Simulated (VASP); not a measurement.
**Band gap of SnSe2 at several levels of theory**

How does the band gap of SnSe2 depend on the functional? The starting structure is a measured crystal structure from the Crystallography Open Database. Cell and atoms stay as given. Meshes and data sets differ where the inputs say so.

Program: VASP 6.6.1. Level of theory: Kohn-Sham DFT with plane waves and PAW; 9 levels of theory, named at each step. Results are calculated unless marked as measured.

## (1) Starting point

It takes space group P-3m1 (No. 164, trigonal). Conventional cell: a = 3.811 Å, b = 3.811 Å, c = 6.141 Å, α = 90.00°, β = 90.00°, γ = 120.00°. Sn has 6 Se at 2.68 Å nearest. Se has 3 Sn at 2.68 Å nearest. Farther neighbours and most contacts between anions are not listed.

Structure file:

```xyz
3
Lattice="3.8108 0.0000 0.0000 -1.9054 3.3002 0.0000 0.0000 0.0000 6.1410" Properties=species:S:1:pos:R:3 pbc="T T T"
Sn    0.0000    0.0000    0.0000
Se    1.9054    1.1001    4.6107
Se    0.0000    2.2002    1.5303
```

## (2) Bands with LDA

LDA, the lowest rung, knows the local density alone.

INCAR reads:

```
SYSTEM = SnSe2
PREC = Accurate
ENCUT = 350
EDIFF = 1E-06
NELM = 100
ISMEAR = 0
SIGMA = 0.03
LREAL = .FALSE.
ALGO = Normal
GGA = CA
NBANDS = 26
LORBIT = 11
LWAVE = .FALSE.
LCHARG = .FALSE.
KPAR = 4
```

POSCAR reads:

```
SnSe2
1.0
    3.8108000000      0.0000000000      0.0000000000
   -1.9054000000      3.3002496087      0.0000000000
    0.0000000000      0.0000000000      6.1410000000
Sn Se
1 2
Direct
    0.0000000000      0.0000000000      0.0000000000
    0.6666666667      0.3333333333      0.7508000000
    0.3333333333      0.6666666667      0.2492000000
```

KPOINTS reads:

```
Automatic mesh
0
Gamma
6 6 4
0 0 0
```

KPOINTS_OPT reads:

```
Line mode
10
Line-mode
Reciprocal
  0.00000000   0.00000000   0.00000000 GAMMA
  0.50000000   0.00000000   0.00000000 M

  0.50000000   0.00000000   0.00000000 M
  0.33333333   0.33333333   0.00000000 K

  0.33333333   0.33333333   0.00000000 K
  0.00000000   0.00000000   0.00000000 GAMMA

  0.00000000   0.00000000   0.00000000 GAMMA
  0.00000000   0.00000000   0.50000000 A

  0.00000000   0.00000000   0.50000000 A
  0.50000000   0.00000000   0.50000000 L

  0.50000000   0.00000000   0.50000000 L
  0.33333333   0.33333333   0.50000000 H

  0.33333333   0.33333333   0.50000000 H
  0.00000000   0.00000000   0.50000000 A

  0.50000000   0.00000000   0.50000000 L
  0.50000000   0.00000000   0.00000000 M

  0.33333333   0.33333333   0.00000000 K
  0.33333333   0.33333333   0.50000000 H
```

PAW data sets: Sn_d and Se (LDA family, release 64).

On the command line:

```bash
$ mpirun -np 4 vasp_std
```

The log of the run:

```text
[banner, memory and clock lines left out]
running    4 mpi-ranks, on    1 nodes
 distrk:  each k-point on    1 cores,    4 groups
 distr:  one band on    1 cores,    1 groups

 POSCAR found type information on POSCAR SnSe
 POSCAR found :  2 types and       3 ions
 LDA part: xc-table for (Slater(with rela. corr.)+CA(PZ))
 , standard interpolation
 POSCAR, INCAR and KPOINTS ok, starting setup
 FFT: planning ... GRIDC
 FFT: planning ... GRID_SOFT
 FFT: planning ... GRID
 WAVECAR not read
 entering main loop
       N       E                     dE             d eps       ncg     rms          rms(c)
DAV:   1     0.180874564140E+03    0.18087E+03   -0.92186E+03  1342   0.889E+02
DAV:   2     0.807151909368E+01   -0.17280E+03   -0.16178E+03  1360   0.287E+02
DAV:   3    -0.133861393708E+02   -0.21458E+02   -0.21195E+02  1550   0.863E+01
DAV:   4    -0.140452946992E+02   -0.65916E+00   -0.65855E+00  1470   0.165E+01
DAV:   5    -0.140602163421E+02   -0.14922E-01   -0.14920E-01  1674   0.248E+00    0.537E+00
DAV:   6    -0.137839874698E+02    0.27623E+00   -0.39252E-01  1854   0.564E+00    0.339E+00
DAV:   7    -0.137480703971E+02    0.35917E-01   -0.12762E-01  1562   0.183E+00    0.959E-01
DAV:   8    -0.137446244469E+02    0.34460E-02   -0.10385E-02  1680   0.831E-01    0.267E-01
DAV:   9    -0.137443996364E+02    0.22481E-03   -0.10684E-03  1490   0.194E-01    0.843E-02
DAV:  10    -0.137443964827E+02    0.31537E-05   -0.80851E-05  1500   0.463E-02    0.287E-02
DAV:  11    -0.137443991015E+02   -0.26188E-05   -0.65680E-06  1460   0.131E-02    0.426E-03
DAV:  12    -0.137443987803E+02    0.32117E-06   -0.73277E-07   870   0.472E-03
   1 F= -.13744399E+02 E0= -.13744399E+02  d E =-.105491E-30
 Start KPOINTS_OPT (optional k-point list driver)
k-point batch [1-24\90]
       N       E                     dE             ncg
DAV:   1    -0.288916805797E+02   -0.12972E+05     1322
DAV:   2    -0.404382411955E+04   -0.40149E+04     1356
DAV:   3    -0.453999155985E+04   -0.49617E+03     1516
DAV:   4    -0.455520756404E+04   -0.15216E+02     1506
DAV:   5    -0.455554029267E+04   -0.33273E+00     1726
DAV:   6    -0.455554879602E+04   -0.85033E-02     1502
DAV:   7    -0.455554920934E+04   -0.41333E-03     1902
DAV:   8    -0.455554921214E+04   -0.27950E-05     1218
DAV:   9    -0.455554921230E+04   -0.15794E-06     1096
[...]
k-point batch [73-90\90]
       N       E                     dE             ncg
DAV:   1     0.252628545044E+04   -0.13320E+05     1028
DAV:   2    -0.504542320609E+03   -0.30308E+04     1066
DAV:   3    -0.880028248759E+03   -0.37549E+03     1146
DAV:   4    -0.891485263660E+03   -0.11457E+02     1108
DAV:   5    -0.891747725357E+03   -0.26246E+00     1260
DAV:   6    -0.891755019824E+03   -0.72945E-02     1194
DAV:   7    -0.891755254796E+03   -0.23497E-03     1332
DAV:   8    -0.891755258144E+03   -0.33486E-05      916
DAV:   9    -0.891755258290E+03   -0.14617E-06      794
```

Run time: 25 s. Hardware: 4 MPI ranks of Intel Xeon Platinum 8375C at 2.90GHz (Ice Lake), shared host; peak memory 0.63 GiB; 95 s of CPU time.

The logs omit lines about the potential files and the build; timing stands in the text.

Parts of OUTCAR (step 2):

```text
ion  position               nearest neighbor table
   1  0.000  0.000  0.000-   2 2.68   3 2.68   3 2.68   2 2.68   2 2.68   3 2.68
   2  0.667  0.333  0.751-   1 2.68   1 2.68   1 2.68
   3  0.333  0.667  0.249-   1 2.68   1 2.68   1 2.68

  LATTYP: Found a hexagonal cell.
 ALAT       =     3.8108000000
 C/A-ratio  =     1.6114726567

 Subroutine GETGRP returns: Found 12 space group operations
 (whereof 12 operations were pure point group operations)

The static configuration has the point symmetry D_3d.

 Found     24 irreducible k-points:

   k-points           NKPTS =     24   k-points in BZ     NKDIM =     24   number of bands    NBANDS=     26

   dimension x,y,z NGX =    24 NGY =   24 NGZ =   40
   dimension x,y,z NGXF=    48 NGYF=   48 NGZF=   80

   ENCUT  =  350.0 eV  25.72 Ry    5.07 a.u.   5.81  5.81  9.37*2*pi/ulx,y,z

   NELECT =      26.0000    total number of electrons

 k-points in reciprocal lattice and weights: Automatic mesh
   0.00000000  0.00000000  0.00000000       0.007
   0.16666667  0.00000000  0.00000000       0.042
   0.33333333 -0.00000000  0.00000000       0.042
   0.50000000 -0.00000000  0.00000000       0.021
   0.16666667  0.16666667  0.00000000       0.042
   0.33333333  0.16666667  0.00000000       0.083
   0.33333333  0.33333333  0.00000000       0.014
   0.00000000  0.00000000  0.25000000       0.014
   0.16666667  0.00000000  0.25000000       0.042
[...]
0.33333333  0.16666667  0.50000000       0.083
   0.33333333  0.33333333  0.50000000       0.014

 average (electrostatic) potential at core
       1-102.3952       2 -59.5289       3 -59.5289

 E-fermi :   4.3206

 k-point     1 :       0.0000    0.0000    0.0000
  band No.  band energies     occupation
    ...
      9       3.3879      2.00000
     10       3.3879      2.00000
     11       3.7150      2.00000
     12       3.7150      2.00000
     13       4.0838      2.00000
     14       4.9857      0.00000
     15       6.8893      0.00000
     16       8.6247      0.00000
     17       8.6247      0.00000
     18      12.1197      0.00000
    ...

 k-point     2 :       0.1667    0.0000    0.0000
  band No.  band energies     occupation
    ...
      9       1.3546      2.00000
     10       2.5035      2.00000
     11       2.5629      2.00000
     12       3.9922      2.00000
     13       4.0547      2.00000
     14       6.2993      0.00000
     15       7.6241      0.00000
     16       8.7930      0.00000
     17       9.1070      0.00000
     18      11.2441      0.00000
    ...

 k-point     3 :       0.3333   -0.0000    0.0000
  band No.  band energies     occupation
    ...
      9      -0.0284      2.00000
     10       1.1904      2.00000
     11       1.7170      2.00000
     12       3.5228      2.00000
     13       3.8914      2.00000
     14       5.5120      0.00000
     15       7.9180      0.00000
     16       9.4954      0.00000
     17       9.7709      0.00000
     18      10.6830      0.00000
    ...

  Total        0.1356940      0.1356940      0.8232211      0.0000000      0.0000000      0.0000000
  in kB        2.8149411      2.8149411     17.0775293      0.0000000      0.0000000      0.0000000
  external PRESSURE =       7.5691372 kB  Pullay stress =       0.0000000 kB

  energy-cutoff  :      350.00
  volume of cell :       77.23
      direct lattice vectors                 reciprocal lattice vectors
     3.810800000  0.000000000  0.000000000     0.262412092  0.151503692  0.000000000
    -1.905400000  3.300249609  0.000000000     0.000000000  0.303007384  0.000000000
     0.000000000  0.000000000  6.141000000     0.000000000  0.000000000  0.162839928

 POSITION                                       TOTAL-FORCE (eV/Angst)
 -----------------------------------------------------------------------------------
      0.00000      0.00000      0.00000        -0.000000      0.000000      0.000000
      1.90540      1.10008      4.61066        -0.000000      0.000000     -0.473806
     -0.00000      2.20017      1.53034         0.000000      0.000000      0.473806
 -----------------------------------------------------------------------------------
    total drift:                                0.000000      0.000000     -0.000000

  FREE ENERGIE OF THE ION-ELECTRON SYSTEM (eV)
  ---------------------------------------------------
  free  energy   TOTEN  =       -13.7443987803 eV

  energy  without entropy=      -13.7443987803  energy(sigma->0) =      -13.74439878

 total charge
# of ion       s       p       d       tot
------------------------------------------
    1        1.071   1.081  10.111  12.263
    2        1.488   2.319   0.029   3.836
    3        1.488   2.319   0.029   3.836
--------------------------------------------------
tot          4.048   5.718  10.170  19.936

[... 3 further parts left out ...]
```

Spin-orbit coupling is off here; with elements this heavy it can split and shift levels by tenths of an eV.

LDA gives a least gap of 0.590 eV, and a least direct gap of 0.902 eV.

## (3) Bands with PBE

PBE, the usual starting point, adds the gradient of the density.

INCAR: that of step 2 with these lines changed.

```diff
@@ -9,3 +9,3 @@
 ALGO = Normal
-GGA = CA
+GGA = PE
 NBANDS = 26
```

POSCAR is that of step 2.

KPOINTS is that of step 2.

KPOINTS_OPT is that of step 2.

PAW data sets: Sn_d and Se (PBE family, release 64).

On the command line:

```bash
$ mpirun -np 4 vasp_std
```

The log of the run:

```text
[banner, memory and clock lines left out]
running    4 mpi-ranks, on    1 nodes
[...]
LDA part: xc-table for (Slater+PW92), standard interpolation
 POSCAR, INCAR and KPOINTS ok, starting setup
[...]
entering main loop
       N       E                     dE             d eps       ncg     rms          rms(c)
DAV:   1     0.182305382244E+03    0.18231E+03   -0.92457E+03  1350   0.891E+02
DAV:   2     0.971281380481E+01   -0.17259E+03   -0.16119E+03  1374   0.288E+02
DAV:   3    -0.113744607481E+02   -0.21087E+02   -0.20837E+02  1540   0.857E+01
DAV:   4    -0.120016711445E+02   -0.62721E+00   -0.62665E+00  1484   0.161E+01
[...]
DAV:  11    -0.117363968264E+02   -0.30938E-04   -0.32646E-05  1352   0.260E-02    0.602E-03
DAV:  12    -0.117363979036E+02   -0.10772E-05   -0.17261E-06  1372   0.678E-03    0.530E-03
DAV:  13    -0.117363982100E+02   -0.30633E-06   -0.16594E-06  1186   0.675E-03
   1 F= -.11736398E+02 E0= -.11736398E+02  d E =-.126154E-26
 Start KPOINTS_OPT (optional k-point list driver)
k-point batch [1-24\90]
       N       E                     dE             ncg
DAV:   1    -0.705499355713E+00   -0.12944E+05     1330
DAV:   2    -0.401281319124E+04   -0.40121E+04     1362
DAV:   3    -0.450087439988E+04   -0.48806E+03     1532
DAV:   4    -0.451531030727E+04   -0.14436E+02     1490
DAV:   5    -0.451562994446E+04   -0.31964E+00     1732
DAV:   6    -0.451563815280E+04   -0.82083E-02     1544
DAV:   7    -0.451563851368E+04   -0.36088E-03     1886
DAV:   8    -0.451563851744E+04   -0.37547E-05     1246
DAV:   9    -0.451563851761E+04   -0.17457E-06     1044
[...]
k-point batch [73-90\90]
       N       E                     dE             ncg
DAV:   1     0.255426158484E+04   -0.13292E+05     1028
DAV:   2    -0.479858282401E+03   -0.30341E+04     1050
DAV:   3    -0.850424558170E+03   -0.37057E+03     1150
DAV:   4    -0.861411686799E+03   -0.10987E+02     1092
DAV:   5    -0.861657784452E+03   -0.24610E+00     1250
DAV:   6    -0.861665360595E+03   -0.75761E-02     1218
DAV:   7    -0.861665592689E+03   -0.23209E-03     1338
DAV:   8    -0.861665595764E+03   -0.30751E-05      924
DAV:   9    -0.861665595948E+03   -0.18367E-06      776
```

It took 25 s on 4 MPI ranks; peak memory 0.68 GiB; 94 s of CPU time.

Parts of OUTCAR (step 3):

```text
  Total        2.3949515      2.3949515      3.0157435      0.0000000      0.0000000      0.0000000
  in kB       49.6827093     49.6827093     62.5608926      0.0000000      0.0000000      0.0000000
  external PRESSURE =      53.9754370 kB  Pullay stress =       0.0000000 kB

 POSITION                                       TOTAL-FORCE (eV/Angst)
 -----------------------------------------------------------------------------------
      0.00000      0.00000      0.00000        -0.000000      0.000000      0.000000
      1.90540      1.10008      4.61066         0.000000      0.000000     -0.774613
     -0.00000      2.20017      1.53034        -0.000000     -0.000000      0.774613
 -----------------------------------------------------------------------------------
    total drift:                                0.000000      0.000000     -0.000000

  FREE ENERGIE OF THE ION-ELECTRON SYSTEM (eV)
  ---------------------------------------------------
  free  energy   TOTEN  =       -11.7363982100 eV

  energy  without entropy=      -11.7363982100  energy(sigma->0) =      -11.73639821

[... 2 parts as in an earlier step ...]

[... 1 further part left out ...]
[key lines of the parts left out:]
E-fermi :   4.3762
```

PBE gives a least gap of 0.719 eV, and a least direct gap of 1.095 eV. The least gap is +0.129 eV from that of LDA.

## (4) Bands with r2SCAN

r2SCAN adds the kinetic-energy density, costs more than a GGA and is run with LASPH.

INCAR: that of step 3 with these lines changed.

```diff
@@ -9,3 +9,4 @@
 ALGO = Normal
-GGA = PE
+METAGGA = R2SCAN
+LASPH = .TRUE.
 NBANDS = 26
```

POSCAR is that of step 3.

KPOINTS is that of step 3.

KPOINTS_OPT is that of step 3.

On the command line:

```bash
$ mpirun -np 4 vasp_std
```

The log of the run:

```text
[banner, memory and clock lines left out]
running    4 mpi-ranks, on    1 nodes
[...]
|                                                                             |
|               ----> ADVICE to this user running VASP <----                  |
|                                                                             |
|     You enforced a specific xc type in the INCAR file but a different       |
|     [... a line on the potential file left out ...]
|     I HOPE YOU KNOW WHAT YOU ARE DOING!                                     |
|                                                                             |

 LDA part: xc-table for (None), standard interpolation
 POSCAR, INCAR and KPOINTS ok, starting setup
[...]
entering main loop
       N       E                     dE             d eps       ncg     rms          rms(c)
DAV:   1     0.139462819951E+03    0.13946E+03   -0.94334E+03  1350   0.910E+02
DAV:   2    -0.367483478488E+02   -0.17621E+03   -0.16446E+03  1384   0.293E+02
[...]
1 F= -.54571661E+02 E0= -.54571661E+02  d E =-.149276E-15
 Start KPOINTS_OPT (optional k-point list driver)
k-point batch [1-24\90]
       N       E                     dE             ncg
DAV:   1    -0.235738218567E+03   -0.13179E+05     1322
DAV:   2    -0.438659837626E+04   -0.41509E+04     1362
DAV:   3    -0.489318668779E+04   -0.50659E+03     1514
DAV:   4    -0.490825054741E+04   -0.15064E+02     1490
DAV:   5    -0.490861568141E+04   -0.36513E+00     1726
DAV:   6    -0.490862520323E+04   -0.95218E-02     1596
DAV:   7    -0.490862555566E+04   -0.35243E-03     1856
DAV:   8    -0.490862555787E+04   -0.22083E-05     1242
DAV:   9    -0.490862555804E+04   -0.17008E-06     1036
[...]
k-point batch [73-90\90]
       N       E                     dE             ncg
DAV:   1     0.241504572304E+04   -0.13431E+05     1014
DAV:   2    -0.755476552266E+03   -0.31705E+04     1058
DAV:   3    -0.114602488677E+04   -0.39055E+03     1150
DAV:   4    -0.115777944167E+04   -0.11755E+02     1078
DAV:   5    -0.115807021659E+04   -0.29077E+00     1312
DAV:   6    -0.115807859450E+04   -0.83779E-02     1220
DAV:   7    -0.115807888898E+04   -0.29448E-03     1362
DAV:   8    -0.115807889038E+04   -0.14010E-05      916
DAV:   9    -0.115807889052E+04   -0.14062E-06      804
```

The job ended after 91 s (4 MPI ranks; peak memory 0.71 GiB; 6 min of CPU time).

From OUTCAR (step 4):

```text
  Total        1.4267318      1.4267318      2.0553820     -0.0000000      0.0000000      0.0000000
  in kB       29.5972163     29.5972163     42.6384188     -0.0000000      0.0000000      0.0000000
  external PRESSURE =      33.9442838 kB  Pullay stress =       0.0000000 kB

 POSITION                                       TOTAL-FORCE (eV/Angst)
 -----------------------------------------------------------------------------------
      0.00000      0.00000      0.00000         0.000000      0.000000     -0.000000
      1.90540      1.10008      4.61066        -0.000000     -0.000000     -0.499648
     -0.00000      2.20017      1.53034        -0.000000      0.000000      0.499648
 -----------------------------------------------------------------------------------
    total drift:                                0.000000      0.000000     -0.000000

  FREE ENERGIE OF THE ION-ELECTRON SYSTEM (eV)
  ---------------------------------------------------
  free  energy   TOTEN  =       -54.5716610894 eV

  energy  without entropy=      -54.5716610894  energy(sigma->0) =      -54.57166109

[... 2 parts as in an earlier step ...]

[... 1 further part left out ...]
[key lines of the parts left out:]
E-fermi :   4.0228
```

r2SCAN gives a least gap of 1.025 eV, and a least direct gap of 1.535 eV. The least gap is +0.435 eV from that of LDA.

(Continued in part 2 of 3.)

[Lines on the potential files, build, host, timing and source positions are cut from VASP's logs without a mark.]

[Logs are printed without paths, hosts, clocks, repeated set-up lines and the standing remarks that a program may print on its own settings, such as how far it seeks lower states.]

[Hosts, paths, dates, database ids (printed as entryN), source tags and the programs' standing remarks are cut or masked in the printed files.]
